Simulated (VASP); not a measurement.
Input:

```xyz
2
Lattice="3.9173 0.0000 0.0000 0.0000 3.9173 0.0000 0.0000 0.0000 3.9173" Properties=species:S:1:pos:R:3 pbc="T T T"
Na    -0.0060     0.0056    -0.0069
Hf     1.9647     1.9531     1.9655
```

Calculation: PBE GGA, VASP's PBE PAW potentials (set 64) (plane waves; VASP). Numerical set-up: 300 eV cut-off, 5×5×5 Γ-centred mesh, Gaussian smearing of 0.14 eV, potentials Na_pv Hf_pv.

At this cut-off the stress carries a Pulay error, which pulls relaxed volumes low. Energy and stress use the plane-wave basis of the starting cell.

Problem. The ions, cell shape and volume are relaxed. Which structure does the run end with?

Solution. 
```xyz
2
Lattice="3.6206 0.0000 0.0000 0.0000 3.6207 0.0000 0.0000 0.0000 3.6205" Properties=species:S:1:pos:R:3 pbc="T T T"
Na     3.6205     0.0001     3.6204
Hf     1.8104     1.8102     1.8104
```
Space group Pm-3m (221), at a tolerance of 0.03 Å.

Problem. How do energy and volume change from the first to the last step?

Solution. The energy (σ→0) changes by -165.2 meV/atom and the volume by -21.0 %, in 7 ionic steps.

```csv
step,E(σ→0) (eV),max force (eV/Å),pressure (GPa),volume (Å³)
1,-8.7254,0.046,-6.79,60.11
2,-9.0405,0.053,-1.96,49.69
3,-9.0553,0.054,-0.16,47.59
4,-9.0554,0.054,0.10,47.36
5,-9.0556,0.033,0.07,47.36
6,-9.0558,0.001,0.07,47.36
7,-9.0558,0.002,-0.03,47.46
```

The structure was generated: NaHf was put into an ordered model structure, which need not be its known phase. In the starting cell atoms are displaced from their ideal sites. This run relaxes it. The k-mesh is coarse (spacing up to 0.35 per Å, 2π included), so the numbers may not be converged in it. The run is one of a series of settings (EDIFFG = -0.01, IBRION = 2, ISIF = 3, NSW = 50 against the base run), some of them coarse on purpose. The electron count is odd and the run is not spin-polarised, which forces a metal.
